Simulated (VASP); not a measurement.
Consider the following.

```xyz
71
Lattice="4.8683 -8.4322 0.0000 4.8683 8.4322 0.0000 0.0000 0.0000 10.5563" Properties=species:S:1:pos:R:3 pbc="T T T"
Ga     1.6126    -0.9321     2.6152
Ga     1.6213     0.9398    10.5366
Ga     1.6422    -0.9339     7.9001
Ga     1.6509     0.9860     5.2128
Ga     3.1346     1.9312     2.6832
Ga     3.2413     3.7435    10.5373
Ga     3.2852     1.8498     7.8791
Ga     3.2183     3.7007     5.2201
Ga     4.8557     4.6858     2.6149
Ga     4.8729     6.5552    10.5434
Ga     4.8756     4.6659     7.9019
Ga     4.8805     6.5504     5.2772
Ga     3.2326    -3.7425     2.6357
Ga     3.2459    -1.8709     0.0053
Ga     3.2525    -3.7525     7.9269
Ga     3.2505    -1.8486     5.2996
Ga     4.8474    -0.8891     2.6604
Ga     4.8417     0.9489     0.0282
Ga     4.9006    -0.9801     7.9417
Ga     6.4371     1.8637     2.6600
Ga     6.4860     3.7435     0.0065
Ga     6.5431     1.8673     7.9419
Ga     6.4707     3.7295     5.2985
Ga     4.8281    -6.5507     2.6189
Ga     4.8668    -4.6847    10.5484
Ga     4.9001    -6.5609     7.9050
Ga     4.8420    -4.6722     5.2826
Ga     6.4623    -3.7226     2.6217
Ga     6.4900    -1.8715     0.0050
Ga     6.5069    -3.7750     7.9072
Ga     6.5335    -1.8731     5.3079
Ga     8.1072    -0.9366     2.6302
Ga     8.1095     0.9359     0.0047
Ga     8.1408    -0.9525     7.9328
Ga     8.1343     0.8977     5.3079
N      1.6438    -0.9083     4.6105
N      1.5736     0.9362     1.9628
N      1.6268    -0.9316     9.8884
N      1.6604     0.9413     7.2033
N      3.2188     3.7823     1.9656
N      3.2480     1.8703     9.8652
N      3.2605     3.7120     7.2079
N      4.8514     4.6501     4.6105
N      4.8629     6.5583     1.9781
N      4.8644     4.6775     9.8905
N      4.8903     6.5448     7.2554
N      3.2205    -3.7341     4.6305
N      3.2501    -1.8606     2.0071
N      3.2385    -3.7460     9.9127
N      3.2685    -1.8769     7.2729
N      4.9071    -0.7905     4.7157
N      4.7819     0.9837     2.0380
N      4.8689    -0.9227     9.9189
N      4.9613     0.8828     7.1729
N      6.3844     1.7664     4.7145
N      6.4792     3.7331     2.0081
N      6.4762     1.8636     9.9192
N      6.5039     3.7295     7.2715
N      4.8367    -6.5448     4.6169
N      4.8521    -4.6777     1.9796
N      4.8662    -6.5619     9.8929
N      4.8725    -4.6883     7.2622
N      6.4634    -3.7302     4.6198
N      6.4569    -1.8397     2.0049
N      6.4920    -3.7459     9.8941
N      6.5223    -1.8976     7.2798
N      8.1349    -0.9508     4.6200
N      8.0637     0.9444     2.0037
N      8.1153    -0.9381     9.9151
N      8.1484     0.9211     7.2799
Si     4.9649     0.8822     5.3927
```
Cell charge -1.

Method: PBE GGA, VASP's PBE PAW potentials (set 64) (plane waves; VASP 6.6.1). Settings: PREC = Normal, LREAL = Auto, ISYM = 0, NELECT = 285.0, 400 eV cut-off, 1×1×1 Γ-centred mesh, Gaussian smearing of 0.050 eV, potentials Ga N Si. Starting moments (MAGMOM): 71*0.0141. The cell's moment is fixed (NUPDOWN = 1).

The cell is charged, with a uniform compensating background.  The supercell is sampled at Γ alone, which is coarse: total energies, pressure and levels can be off, energies of defects by several tenths of an eV.

### Question
Estimate the cell moment, energy per atom (σ→0).

### Answer

```json
{
 "cell_moment": "1.00 μB",
 "energy per atom (σ→0)": "-5.918 eV/atom"
}
```

### Question
Give the moment on each site (PAW-sphere projection).

### Answer

```json
[
 {"site": "Ga1", "moment (μB)": "0.00"},
 {"site": "Ga2", "moment (μB)": "0.01"},
 {"site": "Ga3", "moment (μB)": "0.00"},
 {"site": "Ga4", "moment (μB)": "0.01"},
 {"site": "Ga5", "moment (μB)": "0.13"},
 {"site": "Ga6", "moment (μB)": "0.01"},
 {"site": "Ga7", "moment (μB)": "0.00"},
 {"site": "Ga8", "moment (μB)": "0.00"},
 {"site": "Ga9", "moment (μB)": "0.00"},
 {"site": "Ga10", "moment (μB)": "0.00"},
 {"site": "Ga11", "moment (μB)": "0.00"},
 {"site": "Ga12", "moment (μB)": "0.00"},
 {"site": "Ga13", "moment (μB)": "0.00"},
 {"site": "Ga14", "moment (μB)": "0.00"},
 {"site": "Ga15", "moment (μB)": "0.00"},
 {"site": "Ga16", "moment (μB)": "0.00"},
 {"site": "Ga17", "moment (μB)": "0.00"},
 {"site": "Ga18", "moment (μB)": "0.00"},
 {"site": "Ga19", "moment (μB)": "0.01"},
 {"site": "Ga20", "moment (μB)": "0.00"},
 {"site": "Ga21", "moment (μB)": "0.00"},
 {"site": "Ga22", "moment (μB)": "0.01"},
 {"site": "Ga23", "moment (μB)": "0.00"},
 {"site": "Ga24", "moment (μB)": "0.00"},
 {"site": "Ga25", "moment (μB)": "0.00"},
 {"site": "Ga26", "moment (μB)": "0.00"},
 {"site": "Ga27", "moment (μB)": "0.00"},
 {"site": "Ga28", "moment (μB)": "0.00"},
 {"site": "Ga29", "moment (μB)": "0.00"},
 {"site": "Ga30", "moment (μB)": "0.00"},
 {"site": "Ga31", "moment (μB)": "0.01"},
 {"site": "Ga32", "moment (μB)": "0.00"},
 {"site": "Ga33", "moment (μB)": "0.00"},
 {"site": "Ga34", "moment (μB)": "0.00"},
 {"site": "Ga35", "moment (μB)": "0.01"},
 {"site": "N36", "moment (μB)": "0.00"},
 {"site": "N37", "moment (μB)": "0.03"},
 {"site": "N38", "moment (μB)": "0.00"},
 {"site": "N39", "moment (μB)": "0.00"},
 {"site": "N40", "moment (μB)": "0.03"},
 {"site": "N41", "moment (μB)": "0.00"},
 {"site": "N42", "moment (μB)": "0.00"},
 {"site": "N43", "moment (μB)": "0.00"},
 {"site": "N44", "moment (μB)": "0.00"},
 {"site": "N45", "moment (μB)": "0.00"},
 {"site": "N46", "moment (μB)": "0.00"},
 {"site": "N47", "moment (μB)": "0.00"},
 {"site": "N48", "moment (μB)": "0.00"},
 {"site": "N49", "moment (μB)": "0.00"},
 {"site": "N50", "moment (μB)": "0.00"},
 {"site": "N51", "moment (μB)": "0.04"},
 {"site": "N52", "moment (μB)": "0.00"},
 {"site": "N53", "moment (μB)": "0.00"},
 {"site": "N54", "moment (μB)": "0.05"},
 {"site": "N55", "moment (μB)": "0.04"},
 {"site": "N56", "moment (μB)": "0.00"},
 {"site": "N57", "moment (μB)": "0.00"},
 {"site": "N58", "moment (μB)": "0.00"},
 {"site": "N59", "moment (μB)": "0.03"},
 {"site": "N60", "moment (μB)": "0.00"},
 {"site": "N61", "moment (μB)": "0.00"},
 {"site": "N62", "moment (μB)": "0.00"},
 {"site": "N63", "moment (μB)": "0.03"},
 {"site": "N64", "moment (μB)": "0.00"},
 {"site": "N65", "moment (μB)": "0.00"},
 {"site": "N66", "moment (μB)": "0.00"},
 {"site": "N67", "moment (μB)": "0.00"},
 {"site": "N68", "moment (μB)": "0.00"},
 {"site": "N69", "moment (μB)": "0.00"},
 {"site": "N70", "moment (μB)": "0.00"},
 {"site": "Si71", "moment (μB)": "0.16"}
]
```

Only differences to runs with the same potentials and settings are physical.

The cell is a supercell with a defect, built from GaN (wurtzite): Si_Ga-vac_N, charge -1.
